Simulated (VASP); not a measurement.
Set up this calculation in VASP 6.6.1, as the native input.

```yaml
Task: relaxation of cell and atoms
Functional: AM05
Potentials_or_basis: VASP PAW PBE potentials, release 64 (Li_sv, Ti_sv, B)
Cutoff: 600 eV
k_mesh: 7 × 7 × 3
Occupations: fermi-dirac, width 0.05 eV
Spin: no spin polarisation
Further_INCAR_settings: ALGO = Fast; EDIFF = 1e-06; IBRION = 2; EDIFFG = -0.01; NSW = 40; ISIF = 3
```

The structure of LiTiB4 lies in POSCAR:

```
LiTiB4
1.0
    3.0209600000      0.0000000000      0.0000000000
   -1.5104800000      2.6162300000      0.0000000000
    0.0000000000      0.0000000000      6.7608500000
Li Ti B
1 1 4
Direct
    0.0000000000      0.0000000000      0.5000000000
    0.0000000000      0.0000000000      0.0000000000
    0.3333300000      0.6666700000      0.7673400000
    0.6666700000      0.3333300000      0.7673400000
    0.3333300000      0.6666700000      0.2326600000
    0.6666700000      0.3333300000      0.2326600000
```

The cell was built by a generator and needn't be a form met in nature.

The input as run:

INCAR

```
SYSTEM = LiTiB4
PREC = Accurate ; ENCUT = 600
EDIFF = 1E-6 ; ISMEAR = -1
SIGMA = 0.05 ; LREAL = .False.
LASPH = .True. ; NELM = 80
ALGO = Fast ; ISIF = 3
LWAVE = .False. ; LCHARG = .False.
GGA = AM ; IBRION = 2
NSW = 40 ; EDIFFG = -0.01
```

KPOINTS

```
regular mesh
0
Gamma
  7 7 3
  0 0 0
```

Potentials or basis: VASP PAW PBE potentials, release 64 (Li_sv, Ti_sv, B).

Command:

```console
$ cat potpaw_PBE.64/Li_sv/POTCAR potpaw_PBE.64/Ti_sv/POTCAR potpaw_PBE.64/B/POTCAR > POTCAR
$ mpirun -np 1 vasp_std > vasp.out
```

It gave:

* Relaxed volume: 8.69 Å³/atom
* Relaxed cell: a = 3.012 Å, b = 3.012 Å, c = 6.640 Å, α = 90.00°, β = 90.00°, γ = 120.00°
* Space group after relaxing (to 0.05 Å): P6/mmm (No. 191)
* Energy gained by relaxing: 2.9 meV/atom
* Ionic steps: 10
* Pressure after relaxing: 0.1 GPa
* Largest force after relaxing: 0.005 eV/Å
* Band gap on the k mesh: none (metal or under the smearing width)

Caveat: the cutoff is under 1.25 times the usual one of these potentials, so pressure, stress and relaxed cells hold a basis-set (Pulay) error; the PAW data sets were made with another functional, which shifts forces and pressure a little.

Wall time 8.3 min on 1 thread of Intel(R) Xeon(R) Platinum 8488C (Sapphire Rapids), on a shared host, peak memory 0.2 GiB.
